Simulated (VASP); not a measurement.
These are LDA (Ceperley-Alder, Perdew-Zunger), VASP's LDA PAW potentials (set 64) (plane waves; VASP) values and carry that method's errors. Each cell was relaxed at this level.

**Question.** Which of these has an unstable (imaginary) mode at Γ?
(A) FeSi, P2_13 (198)
(B) InP, F-43m (216)
(C) RbCl, Fm-3m (225)
(D) BaTiO3, Pm-3m (221)

**Answer.** D, BaTiO3, Pm-3m (221). Its optical Γ-point modes are 157i (×3), 185 (×3), 290 (×3), 477 (×3) cm⁻¹.
